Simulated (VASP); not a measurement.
# Input and output of a VASP LDA relaxation of cell and atoms on BiB (rocksalt)

INCAR

```
IBRION = 2
PREC = Accurate
LWAVE = .FALSE.
NBANDS = 16
LREAL = .FALSE.
ENCUT = 600
ISMEAR = -1
EDIFFG = -5E-3
GGA = CA
SIGMA = 0.02
NELM = 120
EDIFF = 1E-7
NSW = 40
LCHARG = .FALSE.
ISIF = 3
LASPH = .TRUE.
```

KPOINTS

```
KPOINTS created by Atomic Simulation Environment
0
Gamma
8 8 8
0 0 0
```

POSCAR

```
B  Bi
 1.0000000000000000
     0.0000000000000000    2.6368611645569864    2.6368611645569864
     2.6368611645569864    0.0000000000000000    2.6368611645569864
     2.6368611645569864    2.6368611645569864    0.0000000000000000
 B   Bi
   1   1
Cartesian
  0.0000000000000000 -0.0000000000000000  0.0000000000000000
  2.6368611645569859  2.6368611645569859  2.6368611645569859
```

VASP ran with the recommended LDA PAW datasets (18 valence electrons in the cell).

From OUTCAR

```
k-points           NKPTS =     29   k-points in BZ     NKDIM =     29   number of bands    NBANDS=     16

   NELECT =      18.0000    total number of electrons

   dimension x,y,z NGX =    30 NGY =   30 NGZ =   30
   dimension x,y,z NGXF=    60 NGYF=   60 NGZF=   60

  energy-cutoff  :      600.00
  volume of cell :       34.59
      direct lattice vectors                 reciprocal lattice vectors
     0.000000000  2.586184449  2.586184449    -0.193335011  0.193335011  0.193335011
     2.586184449 -0.000000000  2.586184449     0.193335011 -0.193335011  0.193335011
     2.586184449  2.586184449 -0.000000000     0.193335011  0.193335011 -0.193335011

 k-points in reciprocal lattice and weights: KPOINTS created by Atomic Simulation Env
   0.00000000  0.00000000  0.00000000       0.002
   0.12500000  0.00000000  0.00000000       0.016
   0.25000000  0.00000000  0.00000000       0.016
   0.37500000  0.00000000  0.00000000       0.016
   0.50000000  0.00000000  0.00000000       0.008
   0.12500000  0.12500000  0.00000000       0.012
   0.25000000  0.12500000  0.00000000       0.047
   0.37500000  0.12500000  0.00000000       0.047
   ...

 E-fermi :   8.7553

 k-point     1 :       0.0000    0.0000    0.0000
  band No.  band energies     occupation
      1     -14.1055      2.00000
      2     -14.1055      2.00000
      3     -14.1055      2.00000
      4     -14.0716      2.00000
      5     -14.0716      2.00000
      6      -5.8684      2.00000
      7       8.5974      1.99926
      8       8.5974      1.99926
      9       8.5974      1.99926
     10       9.4205      0.00000
     11      15.5595      0.00000
     12      15.5595      0.00000
     13      15.5595      0.00000
     14      17.3302      0.00000
     15      17.3302      0.00000
     16      17.3302      0.00000

 k-point     2 :       0.1250    0.0000    0.0000
  band No.  band energies     occupation
      1     -14.1041      2.00000
      2     -14.0988      2.00000
      3     -14.0988      2.00000
      4     -14.0715      2.00000
      5     -14.0715      2.00000
      6      -5.6147      2.00000
      7       6.5687      2.00000
      8       8.6600      1.98307
      9       8.6600      1.98307
     10      10.7408      0.00000
     11      14.4185      0.00000
     12      14.6017      0.00000
     13      14.6017      0.00000
     14      16.4217      0.00000
     15      17.8352      0.00000
     16      17.8352      0.00000

 k-point     3 :       0.2500    0.0000    0.0000
  band No.  band energies     occupation
      1     -14.1056      2.00000
      2     -14.1056      2.00000
      3     -14.1015      2.00000
      4     -14.0483      2.00000
      5     -14.0483      2.00000
      6      -4.8671      2.00000
      7       3.9140      2.00000
      8       8.8808      0.00376
      9       8.8808      0.00376
     10      11.4586      0.00000
     11      12.9552      0.00000
     12      12.9552      0.00000
     13      13.0921      0.00000
     14      17.0082      0.00000
     15      19.0312      0.00000
     16      19.0312      0.00000

 k-point     4 :       0.3750    0.0000    0.0000
  band No.  band energies     occupation
      1     -14.1207      2.00000
      2     -14.1207      2.00000
      3     -14.1000      2.00000
      4     -14.0165      2.00000
      5     -14.0165      2.00000
      6      -3.7225      2.00000
      7       1.4692      2.00000
      8       9.3201      0.00000
      9       9.3201      0.00000
     10      11.4784      0.00000
     11      11.4784      0.00000
     12      11.6013      0.00000
     13      12.2430      0.00000
     14      18.5068      0.00000
     15      20.7890      0.00000
     16      20.7890      0.00000

 k-point     5 :       0.5000    0.0000    0.0000
  band No.  band energies     occupation
      1     -14.1273      2.00000
      2     -14.1273      2.00000
      3     -14.0997      2.00000
      4     -14.0028      2.00000
      5     -14.0028      2.00000
      6      -2.8708      2.00000
      7       0.1614      2.00000
      8       9.7890      0.00000
      9       9.7890      0.00000
     10      10.6405      0.00000
     11      10.6405      0.00000
     12      11.7114      0.00000
     13      11.8435      0.00000
     14      19.6040      0.00000
     15      22.4395      0.00000
     16      22.4395      0.00000

 k-point     6 :       0.1250    0.1250    0.0000
  band No.  band energies     occupation
      1     -14.1137      2.00000
      2     -14.0877      2.00000
      3     -14.0877      2.00000
      4     -14.0869      2.00000
      5     -14.0639      2.00000
      6      -5.5296      2.00000
      7       6.9252      2.00000
      8       8.0427      2.00000
      9       8.0427      2.00000
     10      11.1844      0.00000
     11      13.1739      0.00000
     12      15.2522      0.00000
     13      15.4012      0.00000
     14      15.4012      0.00000
     15      18.8871      0.00000
     16      18.8871      0.00000

 k-point     7 :       0.2500    0.1250    0.0000
  band No.  band energies     occupation
      1     -14.1162      2.00000
      2     -14.1037      2.00000
      3     -14.0835      2.00000
      4     -14.0647      2.00000
      5     -14.0429      2.00000
      6      -4.9447      2.00000
      7       4.8777      2.00000
      8       7.7113      2.00000
      9       8.3684      2.00000
     10      10.2832      0.00000
     11      13.2127      0.00000
     12      14.3567      0.00000
     13      14.8257      0.00000
     14      15.7995      0.00000
     15      19.4434      0.00000
     16      20.1515      0.00000

 k-point     8 :       0.3750    0.1250    0.0000
  band No.  band energies     occupation
      1     -14.1270      2.00000
      2     -14.0998      2.00000
      3     -14.0972      2.00000
      4     -14.0396      2.00000
      5     -14.0123      2.00000
      6      -3.9179      2.00000
      7       2.4072      2.00000
      8       7.7720      2.00000
      9       8.8161      0.09126
     10       8.9369      0.00023
     11      13.2018      0.00000
     12      13.6369      0.00000
     13      14.1261      0.00000
     14      16.8011      0.00000
     15      20.4982      0.00000
     16      21.7529      0.00000

 k-point     9 :       0.5000    0.1250    0.0000
  band No.  band energies     occupation
      1     -14.1332      2.00000
      2     -14.1100      2.00000
      3     -14.0914      2.00000
      4     -14.0194      2.00000
      5     -14.0010      2.00000
      6      -2.8152      2.00000
      7       0.5807      2.00000
      8       7.6897      2.00000
      9       8.2803      2.00000
     10       9.5124      0.00000
     11      12.4715      0.00000
     12      12.9013      0.00000
     13      14.2113      0.00000
     14      18.5408      0.00000
     15      21.4601      0.00000
     16      22.5006      0.00000

 k-point    10 :      -0.3750    0.1250    0.0000
  band No.  band energies     occupation
      1     -14.1260      2.00000
      2     -14.1127      2.00000
      3     -14.0906      2.00000
      4     -14.0175      2.00000
      5     -14.0132      2.00000
      6      -3.1288      2.00000
      7       1.0317      2.00000
      8       7.0029      2.00000
      9       9.2065      0.00000
     10      10.2681      0.00000
     11      11.5365      0.00000
     12      12.6928      0.00000
     13      14.5346      0.00000
     14      18.7751      0.00000
     15      20.3758      0.00000
     16      22.1705      0.00000

 k-point    11 :      -0.2500    0.1250    0.0000
  band No.  band energies     occupation
      1     -14.1101      2.00000
      2     -14.1031      2.00000
      3     -14.0967      2.00000
      4     -14.0524      2.00000
      5     -14.0255      2.00000
      6      -4.3032      2.00000
      7       3.1392      2.00000
      8       6.8387      2.00000
      9       9.9386      0.00000
     10      11.2248      0.00000
     11      11.3774      0.00000
     12      12.6547      0.00000
     13      14.7060      0.00000
     14      17.6681      0.00000
     15      18.6822      0.00000
     16      21.4915      0.00000

 k-point    12 :      -0.1250    0.1250    0.0000
  band No.  band energies     occupation
      1     -14.1038      2.00000
      2     -14.0969      2.00000
      3     -14.0865      2.00000
      4     -14.0856      2.00000
      5     -14.0503      2.00000
      6      -5.1952      2.00000
      7       5.3176      2.00000
      8       7.4098      2.00000
      9       9.4050      0.00000
     10      11.5514      0.00000
     11      12.8750      0.00000
     12      13.1658      0.00000
     13      14.6850      0.00000
     14      17.0052      0.00000
     15      17.7777      0.00000
     16      19.6718      0.00000

 ...

  Total        0.0024588      0.0024588      0.0024588     -0.0000000     -0.0000000     -0.0000000
  in kB        0.1138740      0.1138740      0.1138740     -0.0000000     -0.0000000     -0.0000000
  external PRESSURE =       0.1138740 kB  Pullay stress =       0.0000000 kB

 POSITION                                       TOTAL-FORCE (eV/Angst)
 -----------------------------------------------------------------------------------
      0.00000      0.00000      0.00000        -0.000000     -0.000000     -0.000000
      2.58618      2.58618      2.58618         0.000000      0.000000      0.000000
 -----------------------------------------------------------------------------------
    total drift:                                0.000000     -0.000000      0.000000

  FREE ENERGIE OF THE ION-ELECTRON SYSTEM (eV)
  ---------------------------------------------------
  free  energy   TOTEN  =        -9.6598574317 eV

  energy  without entropy=       -9.6594227841  energy(sigma->0) =       -9.65964011
```

CONTCAR

```
B  Bi
   1.00000000000000
     0.0000000000000000    2.5861844491452550    2.5861844491452550
     2.5861844491452550   -0.0000000000000000    2.5861844491452550
     2.5861844491452550    2.5861844491452550   -0.0000000000000000
  B               Bi
     1     1
Direct
     0.0000000000000000    0.0000000000000000    0.0000000000000000
     0.5000000000000000    0.5000000000000000    0.5000000000000000

  0.00000000E+00  0.00000000E+00  0.00000000E+00
  0.00000000E+00  0.00000000E+00  0.00000000E+00
```

| Property | Result |
| --- | --- |
| relaxed cell vector lengths | 3.657, 3.657, 3.657 Å |
| relaxed cell volume | 34.59 Å³ |
